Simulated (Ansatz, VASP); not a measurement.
**Cross-check of TiTe2 between VASP and Ansatz**

Wanted: the spread between two codes on one cell, functional and k mesh. Of the first pair: The structure shown is the start of the Ansatz relaxation below; VASP solves that cell, so the two are compared at the walk's first step.

Calculated with Ansatz 0.2.0; plane waves, with VASP 6.6.1 beside it; single point at PBEsol.

## (1) Starting point

The cell holds 3 atoms: 1 Ti and 2 Te. Its edges and angles: a = 3.836 Å, b = 3.836 Å, c = 30.253 Å, α = 90.0°, β = 90.0°, γ = 120.0°. Vacuum lies along c. The height across the vacuum is the one that the program set for its solve, not the one typed.

## (2) Ansatz: relaxation, PBEsol

Ansatz runs on its default PAW (the set named soft_2) files.

The two programs are compared at the cell with which this relaxation starts, whose forces are those of its first step.

The input, input.yaml:

```yaml
crystal:
  lattice:
    - [3.836, 0.0, 0.0]
    - [-1.918, 3.3220734489, 0.0]
    - [0.0, 0.0, 19.2265366365]
  atoms:
    - { symbol: Ti, position: [0.0, 0.0, 0.5] }
    - { symbol: Te, position: [0.3333333333, 0.6666666667, 0.5839084204] }
    - { symbol: Te, position: [0.6666666667, 0.3333333333, 0.4160915796] }
  periodic: [true, true, false]
kpoints:
  mp_grid: { grid: [6, 6, 1] }
hamiltonian:
  xc: pbesol
scf:
  occupations: { method: fermi_dirac, width: 0.02 }
relax:
  f_tol: 0.01
  max_steps: 80
  cell: {}
```

Launch:

```
> ansatz run input.yaml --threads 8 --pin off --max-ram 14745MiB --backend cpu --events-out ev --progress --plain --runs-dir out
```

Numbers of over 12 decimals in the logs are rounded to 6 here.

The program printed:

```text
Warning: crystal.periodic: the lattice vector that does not repeat stood 0.000° off the slab's normal, 19.227 Å along it as the deck builds it. The run solves the slab on a vector along the normal, 30.253 Å long, with every atom where it was (on the deck's vector they left 16.00 Å outside them, and the widest stretch free of ions among them is 1.61 Å). A fractional position that the run reports is one of the run's ce [...]
crystal.periodic: the lattice vector that does not repeat stood 0.000° off the slab's normal, 19.227 Å along it as the deck builds it. The run solves the slab on a vector along the normal, 30.253 Å long, with every atom where it was (on the deck's vector they left 16.00 Å outside them, and the widest stretch free of ions among them is 1.61 Å). A fractional position that the run reports is one of the run's cell, which [...]
Engine: ansatz 0.2.0, aarch64-unknown-linux-gnu
Pseudopotentials: kind: paw
Pseudopotential: Ti, paw, valence charge 12, recommended cutoff 420 eV (normal), Ti.paw.azcp
Pseudopotential: Te, paw, valence charge 16, recommended cutoff 420 eV (normal), Te.paw.azcp
Functional definition: PBEsol
  exchange = pbesol_x
  correlation = pbesol_c
Crystal: 3 atoms, lattice volume = 385.529 Å³
Basis set: ecut = 420 eV, 7529 PW (Γ), exchange–correlation on 54×54×432 points (8 copies of the dense FFT grid, shifted against one another)
Bands: 27, of which v1, the nominal top of the filled ones, is band 22 counted from 1 (21 counted from 0)
Symmetry: 12 space group operations
Space group: P-3m1 (ITA 164), of the structure as read, at distance tolerance 7.3e-5 Å
k-points: 7 of 36
Non-local potential: Ti, projectors of the file, l = 0: 3, l = 1: 2, l = 2: 3, l = 3: 1
Non-local potential: Te, projectors of the file, l = 0: 2, l = 1: 2, l = 2: 2, l = 3: 2
PAW form: soft (Blöchl's): semilocal exchange-correlation on the pseudo side does not see the compensation charge
PAW frozen core: Ti, regenerated for the run's functional, and the local potential with it (the file was generated under x = pbe(κ = 0.804, μ = 0.219515), c = pbe(β = 0.066725))
PAW frozen core: Te, regenerated for the run's functional, and the local potential with it (the file was generated under x = pbe(κ = 0.804, μ = 0.219515), c = pbe(β = 0.066725))
PAW one-centre angular grid: Ti, 590 points (default); XC on 64 Gauss nodes
PAW one-centre angular grid: Te, 590 points (default); XC on 64 Gauss nodes
Initial density: superposition of atomic densities (neutral atoms: chi_scale 0, normalization atom), corrected by the library's trained network
Initial wavefunctions: pseudopotential atomic-orbital guess
Functional: x = pbesol(κ = 0.804, μ = 0.123457), c = pbesol(β = 0.046)
SCF iter   1: F=—  HF=-16278.826991 eV  |F-HF|=—  |Δ(HF+E_count)|=         —  Δρ=4.10e-3  dr2=1.08e-1  ethr=1.77e-3  ⟨swp⟩=13.9  Hψ=1243  notcnv=0
[...]
preconditioner: auto → LDOS  [insulator: Δε(μ)=0.099 eV  Ē_g=6.147 eV  σ=0.020 eV  W_gap=0.80  n_scr=18 (ndim 8)  ℏωp=7.8 eV  f_vac=0.749  D(μ)=3.32/eV (n_scr^D=12)  ε∞_Penn≈2.6  β→1.0]
SCF iter   2: F=—  HF=-16278.893229 eV  |F-HF|=—  |Δ(HF+E_count)|=   6.64e-3  Δρ=8.77e-4  dr2=6.35e-3  ethr=1.45e-4  ⟨swp⟩=2.9  Hψ=298  notcnv=0
SCF iter   3: F=—  HF=-16278.893192 eV  |F-HF|=—  |Δ(HF+E_count)|=   3.69e-5  Δρ=4.76e-4  dr2=3.06e-3  ethr=1.44e-5  ⟨swp⟩=4.1  Hψ=512  notcnv=0
SCF iter   4: F=—  HF=-16278.892868 eV  |F-HF|=—  |Δ(HF+E_count)|=   3.24e-4  Δρ=2.10e-4  dr2=4.15e-4  ethr=6.95e-6  ⟨swp⟩=3.0  Hψ=391  notcnv=0
SCF iter   5: F=—  HF=-16278.892832 eV  |F-HF|=—  |Δ(HF+E_count)|=   3.56e-5  Δρ=4.11e-5  dr2=1.50e-5  ethr=9.44e-7  ⟨swp⟩=1.9  Hψ=228  notcnv=0
SCF iter   6: F=—  HF=-16278.892897 eV  |F-HF|=—  |Δ(HF+E_count)|=   6.50e-5  Δρ=5.33e-6  dr2=1.57e-7  ethr=6.82e-10  ⟨swp⟩=7.0  Hψ=1060  notcnv=0
SCF iter   7: F=-16278.892897 eV  HF=-16278.892897 eV  |F-HF|=1.27e-8  |Δ(HF+E_count)|=   1.49e-7  Δρ=1.67e-6  dr2=1.45e-8  ethr=3.57e-10  ⟨swp⟩=3.3  Hψ=736  notcnv=0
SCF 3 converged in 7 iterations: F = -16278.892897 eV  dr2 = 1.45e-8
relax step   3: F+E_penalty+E_count = -16278.89289728 eV  Δ(F+E_penalty+E_count) = -7.670e-2 eV  max|allowed force component| = 1.577e-1 eV/Å  Δτ_max = 0.0724 Å  P = -0.751 N/m  Ω = 362.445 Å³  energy of the carried Pulay correction = +7.786e-4 eV  fix = [c, alpha, beta]  reactions: c -0.000 N/m  (7 SCF iters, dr2 threshold 3.00e-7 eV, accepted)
[...]
relax step   4: F+E_penalty+E_count = -16278.89715523 eV  Δ(F+E_penalty+E_count) = -4.258e-3 eV  max|allowed force component| = 1.399e-2 eV/Å  Δτ_max = 0.0125 Å  P = -0.237 N/m  Ω = 360.467 Å³  energy of the carried Pulay correction = +8.476e-4 eV  fix = [c, alpha, beta]  reactions: c -0.000 N/m  (6 SCF iters, dr2 threshold 3.00e-7 eV, accepted)
[...]
relax step   5: F+E_penalty+E_count = -16278.89782351 eV  Δ(F+E_penalty+E_count) = -6.683e-4 eV  max|allowed force component| = 8.611e-3 eV/Å  Δτ_max = 0.0032 Å  P = -0.045 N/m  Ω = 358.379 Å³  energy of the carried Pulay correction = +9.208e-4 eV  fix = [c, alpha, beta]  reactions: c -0.000 N/m  (5 SCF iters, dr2 threshold 8.04e-8 eV, accepted)
[...]
relax step   6: F+E_penalty+E_count = -16278.89693956 eV  Δ(F+E_penalty+E_count) = +8.839e-4 eV  max|allowed force component| = 8.818e-3 eV/Å  Δτ_max = 0.0000 Å  P = -0.046 N/m  Ω = 358.379 Å³  fix = [c, alpha, beta]  reactions: c -0.000 N/m  stress off target by 4.63e-2 N/m on what of the cell is left free  SCF on the basis re-selected at this cell (its energy is not comparable with the rows above)  (6 SCF iters)
basis re-selected at this cell: Δ(F+E_penalty+E_count) = +8.839e-4 eV, ΔP = -0.001 N/m vs the last step (what re-selecting the basis moved, of the pressure what is left beyond the Pulay correction that the steps carried, after the strain that the cell walked since its last selection, with what the two solves' SCF thresholds leave and, on support functions, any second-order correction that the steps lacked; it is no measure of the basis error at this ecutwfc). The dense FFT grid was sized anew with the basis: this SCF ran on 25×25×216 points, the steps before it on 27×27×216, so part of this shift can come from that change (see relax.cell in the input reference). [rest of the remark cut]
SCF converged after 6 iterations
Free energy (F): -16278.896940 eV
Harris-Foulkes:  -16278.896940 eV  (|F-HF|=3.24e-10)
Internal energy: -16278.892465 eV  (E = F + TS)
E sigma→0 (E₀):  -16278.894702 eV
Entropy (-TS):   -0.004475 eV (-1.492 meV/atom)
Fermi energy:    -4.992864 eV
--- Per-component energies (eV) ---
  E_band       = -1327.935689
  E_kinetic    = 634.649149
  E_local      = -88616.661551  (includes V_loc(G=0)·N_el)
  E_nonlocal   = -605.914395
  E_hartree    = 44261.035714
  E_xc         = -344.145446
  E_vxc        = -330.733664  (∫ρ·V_xc dr)
  E_paw        = -10192.210749  (= ΣΔE_a)
  E_vpaw       = -931.346217  (= ΣTr[D̂ρ^β])
  E_aug_tail   = -0.000237  (compensation charges beyond the density's cutoff)
  E_ewald      = 38583.466034
  E_core_change = 0.889015  (= ΣΔE_core)
  E_smearing   = -0.004475  (= −TS)
  E_closure    = -0.000000  (closes the sum)
  Σ components = -16278.896940   (vs F -16278.896940, Δ=0.00e0)
--- Forces (eV/Å), atoms counted from 1 ---
  atom   1  Ti    -0.00000000     0.00000000     0.00000000
  atom   2  Te     0.00000000     0.00000000     0.00881775
  atom   3  Te    -0.00000000    -0.00000000    -0.00881775
  max |Σ_I F_I| component: 9.20e-31 eV/Å
--- 2D stress c σ (N/m, compression-positive) ---
       -0.046328      -0.000000       0.000000
       -0.000000      -0.046328       0.000000
        0.000000       0.000000      -0.000000
  P = ½ c Tr σ = -0.0463 N/m
--- Relaxed structure (5 steps of the walk, 5 accepted, 1 SCFs on fresh bases) ---
  F+E_penalty+E_count = -16278.89693956 eV   max|allowed force component| = 8.818e-3 eV/Å   (the final SCF, on the basis selected at the relaxed cell)
  cell:  # Å, volume = 358.3791 Å³
    - [3.698463, 0.0, 0]
    - [-1.849232, 3.202963, 0]
    - [0, 0, 30.253073]
  atoms:
    - { symbol: Ti, position: [0, 0, 0.317762] }
    - { symbol: Te, position: [0.333333, 0.666667, 0.374803] }
    - { symbol: Te, position: [0.666667, 0.333333, 0.260721] }
```

## (3) VASP: single point, PBEsol, start cell, pair 1

The same cell, functional, mesh and smearing now go to VASP, with its own data sets.

Lines of VASP's logs that name or quote its potential files are left out, and so is its time.

The input, INCAR:

```
SYSTEM = TiTe2
PREC = Accurate
ENCUT = 400
EDIFF = 1E-06
NELM = 120
ISMEAR = -1
SIGMA = 0.02
LREAL = .FALSE.
ALGO = Normal
GGA = PS
NBANDS = 18
LASPH = .TRUE.
LORBIT = 11
LWAVE = .FALSE.
LCHARG = .FALSE.
ISIF = 2
LDIPOL = .TRUE.
IDIPOL = 3
DIPOL = 0.5 0.5 0.318
LVHAR = .TRUE.
GGA_COMPAT = .FALSE.
NELMDL = -8
```

The input, POSCAR:

```
TiTe2
1.0
    3.8360000000      0.0000000000      0.0000000000
   -1.9180000000      3.3220730000      0.0000000000
    0.0000000000      0.0000000000     30.2530730000
Ti Te
1 2
Direct
    0.0000000000      0.0000000000      0.3177617031
    0.3333333333      0.6666666667      0.3710874760
    0.6666666667      0.3333333333      0.2644359302
```

The input, KPOINTS:

```
Automatic mesh
0
Gamma
6 6 1
0 0 0
```

PAW data sets: Ti_sv and Te (PBE family, release 64).

Launch:

```
> mpirun -np 1 vasp_std
```

The program printed:

```text
[banner, memory and clock lines left out]
running    1 mpi-ranks, on    1 nodes
 distrk:  each k-point on    1 cores,    1 groups
 distr:  one band on    1 cores,    1 groups

 POSCAR found type information on POSCAR TiTe
 POSCAR found :  2 types and       3 ions
|                                                                             |
|               ----> ADVICE to this user running VASP <----                  |
|                                                                             |
|     You enforced a specific xc type in the INCAR file but a different       |
|     [... a line on the potential file left out ...]
|     I HOPE YOU KNOW WHAT YOU ARE DOING!                                     |
|                                                                             |

 LDA part: xc-table for (Slater+PW92), standard interpolation
 POSCAR, INCAR and KPOINTS ok, starting setup
 FFT: planning ... GRIDC
 FFT: planning ... GRID_SOFT
 FFT: planning ... GRID
 WAVECAR not read
 entering main loop
       N       E                     dE             d eps       ncg     rms          rms(c)
DAV:   1     0.135177212480E+03    0.13518E+03   -0.91508E+03   308   0.789E+02
DAV:   2    -0.178247650030E+01   -0.13696E+03   -0.13376E+03   330   0.210E+02
DAV:   3    -0.188560385597E+02   -0.17074E+02   -0.16979E+02   468   0.648E+01
DAV:   4    -0.197230398036E+02   -0.86700E+00   -0.86379E+00   344   0.150E+01
DAV:   5    -0.197994871541E+02   -0.76447E-01   -0.76419E-01   396   0.334E+00
DAV:   7    -0.198000248521E+02   -0.15165E-04   -0.15165E-04   392   0.589E-02
DAV:   8    -0.198000249797E+02   -0.12766E-06   -0.12744E-06   360   0.614E-03    0.122E+01
DAV:   9    -0.194848527397E+02    0.31517E+00   -0.37377E+01   300   0.405E+01    0.151E+01
DAV:  10    -0.178014455455E+02    0.16834E+01   -0.38377E+01   324   0.374E+01    0.636E+00
DAV:  11    -0.173641200026E+02    0.43733E+00   -0.13374E+00   294   0.862E+00    0.269E+00
DAV:  12    -0.172782174432E+02    0.85903E-01   -0.10003E+00   356   0.668E+00    0.153E+00
DAV:  13    -0.172697229570E+02    0.84945E-02   -0.24370E-01   312   0.403E+00    0.771E-01
DAV:  14    -0.172637953381E+02    0.59276E-02   -0.51183E-02   276   0.177E+00    0.217E-01
DAV:  15    -0.172634701652E+02    0.32517E-03   -0.49694E-03   288   0.547E-01    0.135E-01
[...]
DAV:  21    -0.172638649984E+02   -0.80243E-04   -0.91321E-06   318   0.151E-02    0.438E-03
DAV:  22    -0.172638928505E+02   -0.27852E-04   -0.17103E-06   258   0.654E-03    0.527E-03
DAV:  23    -0.172639181225E+02   -0.25272E-04   -0.11458E-06   256   0.510E-03    0.431E-03
DAV:  24    -0.172639283432E+02   -0.10221E-04   -0.32016E-07   236   0.204E-03    0.250E-03
DAV:  25    -0.172639325052E+02   -0.41620E-05   -0.68867E-08   182   0.137E-03    0.140E-03
DAV:  26    -0.172639368729E+02   -0.43677E-05   -0.34597E-07   214   0.331E-03    0.135E-03
DAV:  27    -0.172639386636E+02   -0.17908E-05   -0.38845E-08   180   0.966E-04    0.107E-03
DAV:  28    -0.172639395387E+02   -0.87510E-06   -0.12307E-08   156   0.450E-04
   1 F= -.17263940E+02 E0= -.17262410E+02  d E =-.305894E-02
```

From OUTCAR (step 3):

```text
ion  position               nearest neighbor table
   1  0.000  0.000  0.318-   3 2.74   2 2.74   3 2.74   2 2.74   3 2.74   2 2.74
   2  0.333  0.667  0.371-   1 2.74   1 2.74   1 2.74
   3  0.667  0.333  0.264-   1 2.74   1 2.74   1 2.74

  LATTYP: Found a hexagonal cell.
 ALAT       =     3.8360000000
 C/A-ratio  =     7.8866196559

 Subroutine GETGRP returns: Found 12 space group operations
 (whereof  6 operations were pure point group operations)

The static configuration has the point symmetry C_3v.
 The point group associated with its full space group is D_3d.

 Found      7 irreducible k-points:

   k-points           NKPTS =      7   k-points in BZ     NKDIM =      7   number of bands    NBANDS=     18

   dimension x,y,z NGX =    28 NGY =   28 NGZ =  200
   dimension x,y,z NGXF=    56 NGYF=   56 NGZF=  400

   ENCUT  =  400.0 eV  29.40 Ry    5.42 a.u.   6.26  6.26 49.34*2*pi/ulx,y,z

   NELECT =      24.0000    total number of electrons

 k-points in reciprocal lattice and weights: Automatic mesh
   0.00000000  0.00000000  0.00000000       0.028
   0.16666667  0.00000000  0.00000000       0.167
   0.33333333  0.00000000  0.00000000       0.167
   0.50000000  0.00000000  0.00000000       0.083
   0.16666667  0.16666667  0.00000000       0.167
   0.33333333  0.16666667  0.00000000       0.333
   0.33333333  0.33333333  0.00000000       0.056

 dipolmoment           0.000000      0.000000      0.000001 electrons x Angstroem

 average (electrostatic) potential at core
       1 -83.9745       2 -96.3098       3 -96.3098

 E-fermi :  -2.6091

 k-point     1 :       0.0000    0.0000    0.0000
  band No.  band energies     occupation
    ...
      6     -13.5581      2.00000
      7      -6.7025      2.00000
      8      -4.5161      2.00000
      9      -4.5161      2.00000
     10      -3.5856      2.00000
     11      -2.3341      0.00000
     12      -2.3341      0.00000
     13      -1.9361      0.00000
     14      -1.7241      0.00000
     15      -1.7241      0.00000
    ...

 k-point     2 :       0.1667    0.0000    0.0000
  band No.  band energies     occupation
    ...
      8      -5.3145      2.00000
      9      -4.4592      2.00000
     10      -3.9042      2.00000
     11      -3.1501      2.00000
     12      -3.0085      2.00000
     13      -2.2568      0.00000
     14      -1.3552      0.00000
     15      -1.3251      0.00000
     16      -0.1873      0.00000
     17       0.5786      0.00000
    ...

 k-point     3 :       0.3333    0.0000    0.0000
  band No.  band energies     occupation
    ...
      8      -6.0367      2.00000
      9      -5.3558      2.00000
     10      -4.4693      2.00000
     11      -3.6685      2.00000
     12      -3.5156      2.00000
     13      -2.5376      0.05445
     14      -1.4583      0.00000
     15      -1.2771      0.00000
     16       0.0689      0.00000
     17       0.5186      0.00000
    ...

  Total       -0.9943319     -0.9943316      1.4622030      0.0000000      0.0000000     -0.0000000
  in kB       -4.1322320     -4.1322308      6.0766048      0.0000000      0.0000000     -0.0000000
  external PRESSURE =      -0.7292860 kB  Pullay stress =       0.0000000 kB

  energy-cutoff  :      400.00
  volume of cell :      385.53
      direct lattice vectors                 reciprocal lattice vectors
     3.836000000  0.000000000  0.000000000     0.260688217  0.150508433  0.000000000
    -1.918000000  3.322073000  0.000000000     0.000000000  0.301016865  0.000000000
     0.000000000  0.000000000 30.253073000     0.000000000  0.000000000  0.033054493

 POSITION                                       TOTAL-FORCE (eV/Angst)
 -----------------------------------------------------------------------------------
      0.00000      0.00000      9.61327         0.000000      0.000000      0.000000
     -0.00000      2.21472     11.22654        -0.000000      0.000000      0.476187
      1.91800      1.10736      8.00000         0.000000      0.000000     -0.476187
 -----------------------------------------------------------------------------------
    total drift:                                0.000000      0.000000     -0.000025

  FREE ENERGIE OF THE ION-ELECTRON SYSTEM (eV)
  ---------------------------------------------------
  free  energy   TOTEN  =       -17.2639395387 eV

  energy  without entropy=      -17.2608806012  energy(sigma->0) =      -17.26241007

 vacuum level on the upper side and lower side of the slab         2.423         2.423

 total charge
# of ion       s       p       d       tot
------------------------------------------
    1        2.175   6.137   1.865  10.177
    2        1.379   2.025   0.033   3.437
    3        1.379   2.025   0.033   3.437
--------------------------------------------------
tot          4.933  10.187   1.930  17.050

[... 3 further parts left out ...]
```

[end of part 1 of 2]

[Lines on the potential files, build, host, timing and source positions are cut from VASP's logs without a mark.]

[Logs are printed without paths, hosts, clocks, repeated set-up lines and the standing remarks that a program may print on its own settings, such as how far it seeks lower states.]

[Hosts, paths, dates, database ids (printed as entryN), source tags and the programs' standing remarks are cut or masked in the printed files.]
